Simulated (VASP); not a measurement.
Runs of VASP 6.6.1 on OSiF3H. The cell holds a molecule in a box, 6 atoms: a = 12.000 Å, b = 12.000 Å, c = 12.000 Å, α = 90.00°, β = 90.00°, γ = 90.00°. 

```tsv
task	level	potentials or basis	cutoff (eV)	grid for exact exchange (PRECFOCK)	exchange at q = 0	gap on the mesh (eV)	largest force (eV/Å)
single point	revPBE+D3(BJ)	VASP PAW PBE potentials, release 64 (O_h, Si, F_h, H_h)	900	-	-	7.43	0.87
single point	PBE	VASP PAW PBE potentials, release 64 (O, Si, F, H)	520	-	-	7.49	0.84
single point	RPBE+D3(BJ)	VASP PAW PBE potentials, release 64 (O, Si, F, H)	520	-	-	(a)	1.07
atomic charges	PBE+TS	VASP PAW PBE potentials, release 64 (O, Si, F, H)	520	-	-	7.49	0.85
electron localisation function	PBE	VASP PAW PBE potentials, release 64 (O, Si, F, H)	520	-	-	7.49	0.84
single point	B3LYP+D4	VASP PAW PBE potentials, release 64 (O_s, Si, F_s, H_s)	400	Fast	truncated	(b)	1.57
```

Alike in all rows: no spin polarisation; cell as given; k mesh 1 × 1 × 1; smearing gaussian 0.01 eV.

**Question.** Fill in the values left out.

**Answer.** (a) 7.38; (b) 9.45.

Caveats: the PAW data sets were made with another functional, which shifts forces and pressure a little (some runs).

A k mesh can miss the band edges.

Not every run made on this cell is shown here.
